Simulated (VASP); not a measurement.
Consider the following.

```yaml
crystal:
  lattice:
    - [0.00000, 2.77850, 2.77850]
    - [2.77850, 0.00000, 2.77850]
    - [2.77850, 2.77850, 0.00000]
  atoms:
    - { symbol: Ge, position: [0.00000, 0.00000, 0.00000] }
    - { symbol: Se, position: [0.50000, 0.50000, 0.50000] }
```

These are PBEsol GGA, VASP's PBE PAW potentials (set 64) (plane waves; VASP) values and carry that method's errors. Numerical set-up: 400 eV cut-off, Gaussian smearing of 0.050 eV, potentials Ge_d Se.

Problem. Give the energies of bands 7 to 13 at the high-symmetry points, in eV from the valence-band maximum.

Solution. 
```json
[
 {"band": "7", "Γ": "-5.30", "X": "-7.31", "U": "-8.52", "L": "-9.68", "W": "-8.43"},
 {"band": "8", "Γ": "-2.35", "X": "-6.64", "U": "-6.15", "L": "-2.11", "W": "-5.71"},
 {"band": "9", "Γ": "-2.35", "X": "-4.31", "U": "-3.75", "L": "-2.11", "W": "-5.71"},
 {"band": "10", "Γ": "-2.35", "X": "-4.31", "U": "-3.11", "L": "0.00", "W": "-0.87"},
 {"band": "11", "Γ": "4.22", "X": "2.61", "U": "3.65", "L": "0.31", "W": "1.15"},
 {"band": "12", "Γ": "4.22", "X": "5.87", "U": "3.72", "L": "0.61", "W": "5.60"},
 {"band": "13", "Γ": "4.22", "X": "5.87", "U": "5.22", "L": "0.61", "W": "5.60"}
]
```

The gap is indirect, 0.10 eV, from the valence maximum at L to the conduction minimum at L-W at 0.07.

The structure comes from a computed database's GeSe entry (Fm-3m); how it stands against other phases isn't given here. It was relaxed first.
